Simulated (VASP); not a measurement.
Data:

```
CELL_PARAMETERS angstrom
      4.20083     0.00000     0.00000
      0.00000     4.20083     0.00000
      0.00000     0.00000     4.20083
ATOMIC_POSITIONS crystal
  Cu 0.75000 0.25000 0.75000
  Cu 0.25000 0.75000 0.75000
  Cu 0.75000 0.75000 0.25000
  Cu 0.25000 0.25000 0.25000
  O  0.00000 0.00000 0.00000
  O  0.50000 0.50000 0.50000
```

The numbers are results of PBE GGA, VASP's PBE PAW potentials (set 64) (plane waves; VASP), not measurements. Settings: 400 eV cut-off, 7×7×7 Γ-centred mesh, Fermi-Dirac smearing of 0.010 eV, potentials Cu O.

At this cut-off the stress carries a Pulay error, which pulls relaxed volumes low. Energy and stress use the plane-wave basis of the starting cell.

### Question
The ions, cell shape and volume are relaxed. What does this cell relax into?

### Answer

```
CELL_PARAMETERS angstrom
      4.26262     0.00000     0.00000
      0.00000     4.26262     0.00000
      0.00000     0.00000     4.26262
ATOMIC_POSITIONS crystal
  Cu 0.75000 0.25000 0.75000
  Cu 0.25000 0.75000 0.75000
  Cu 0.75000 0.75000 0.25000
  Cu 0.25000 0.25000 0.25000
  O  0.00000 0.00000 0.00000
  O  0.50000 0.50000 0.50000
```
Space group Pn-3m (224), at a tolerance of 0.03 Å.

### Question
How do energy and volume change from the first to the last step?

### Answer
The energy (σ→0) changes by -11.4 meV/atom and the volume by +4.5 %, in 3 ionic steps.

The structure is a typed Cu2O crystal (Pn-3m). This run relaxes it. Symmetry was kept, so distortions that lower it aren't found. The run is one of a series of settings (EDIFFG = -0.01, IBRION = 2, ISIF = 3, NSW = 50 against the base run), some of them coarse on purpose.
